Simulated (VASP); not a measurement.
# Cs: energy against volume

Cs (bcc, Im-3m, 116.098 Å³/atom and stress up to 0.01 GPa in the relaxed cell, cube axes along x, y and z) under an equal strain ε along all three axes. PBE in VASP (plane waves, PAW), 480 eV, 10×10×10 Γ-centred mesh, Methfessel-Paxton smearing 0.10 eV.

Here V stands for volume and E for E less E0.

```
volume (Å³/atom)  E less E0 (meV/atom)  pressure (GPa)
----------------  --------------------  --------------
109.2709                          3.57            0.14
110.9520                          2.17            0.11
112.6502                          1.11            0.08
114.3656                          0.39            0.04
116.0984                          0.00            0.01
117.8486                         -0.07           -0.02
119.6163                          0.18           -0.04
121.4016                          0.73           -0.07
123.2046                          1.57           -0.09
126.8639                             ?               ?
```

The 9 complete rows are fitted with the third-order Birch-Murnaghan form, a cubic in V^(-2/3), E against V. With u = V^(-2/3) - 0.0420, the rows have u = 0.0017519, 0.0013088, 0.0008725, 0.0004427, 0.0000193, -0.0003977, -0.0008086, -0.0012134, -0.0016123. Least squares gives E = -0.009 + 506.1·u + 900865·u² - 13188924·u³. Residuals (row less fit): -0.002, 0.003, 0.000, 0.000, -0.001, -0.003, 0.002, 0.003, -0.002; standard error 0.003 (degrees of freedom: 5). Its minimum lies at u = -0.0002792, so V0 = (0.0417208)^(-3/2) = 117.3. There d²E/du² = 1824000 and d³E/du³ = -7.913e7, so B0 = (4/9) × 117.3^(-7/3) × 1824000 × 0.160218 = 1.93 GPa (the last factor turns the table's units into GPa), and B0' = 4 + (2/3) × 0.0417208 × (-7.913e7)/1824000 = 2.8. B0' rests on the cubic coefficient alone and has a standard error of 0.1 from these residuals.

Problem. Estimate the missing E (V = 126.8639); what did the run itself give?

Solution. u = -0.0023928, so E = -0.009 + 506.1 × (-0.0023928) + 900865 × (-0.0023928)² - 13188924 × (-0.0023928)³ = 4.119 meV/atom. The calculation gives 4.07 meV/atom, 0.049 meV/atom below the prediction (1.2 % of the range of E in the table). The row lies outside the fitted rows, so this is an extrapolation. The scatter of the fitted rows lies at the last printed digit.

In a metal these values are sensitive to mesh and smearing; energies are taken to zero smearing, stresses follow the free energy. Other structures, which can take over under pressure, weren't tried. The same form fitted to the pressure column gives B0' = 3.1; series where the two differ by over 0.4 aren't shown. Rows are the converged runs of the series near zero and its far end, less any whose ions stayed unrelaxed beside relaxed ones; series whose fitted rows scatter by over a few per cent of the range, as at a crossing or softening among them, aren't shown in this form.
